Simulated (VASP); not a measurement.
**Ge₂Si₆ (ordered alloy cell): computed properties**

Calculation: PBEsol GGA, VASP's PBE PAW potentials (set 64) (plane waves; VASP).

space group: R-3m (166)
cell: a = 3.887 Å, b = 3.887 Å, c = 37.901 Å, α = 90.00°, β = 90.00°, γ = 120.00°
volume per atom: 20.66 Å³/atom
band gap (over mesh and band path): 0.32 eV
smallest direct gap (over mesh and band path): 0.89 eV
density: 3.15 g/cm³

```cif
data_Ge2Si6
_chemical_formula_sum 'Si6 Ge2'
_space_group_name_H-M_alt 'P 1'
_space_group_IT_number 1
_cell_length_a 3.88687
_cell_length_b 3.88687
_cell_length_c 15.49791
_cell_angle_alpha 59.894
_cell_angle_beta 59.894
_cell_angle_gamma 60.000
loop_
_space_group_symop_operation_xyz
  'x, y, z'
loop_
_atom_site_label
_atom_site_type_symbol
_atom_site_fract_x
_atom_site_fract_y
_atom_site_fract_z
_atom_site_occupancy
Si1 Si 0.99335 0.99335 0.00499 1
Si2 Si 0.24688 0.24688 0.06484 1
Si3 Si 0.99849 0.99849 0.25113 1
Si4 Si 0.25151 0.25151 0.31137 1
Si5 Si 0.00312 0.00312 0.49766 1
Si6 Si 0.25665 0.25665 0.55751 1
Ge1 Ge 0.00418 0.00418 0.74686 1
Ge2 Ge 0.24582 0.24582 0.81564 1
```

The structure was generated: Ge2Si6 was put into an ordered model structure (R-3m), which need not be its known phase. It was relaxed first. Symmetry was kept, so distortions that lower it aren't found.
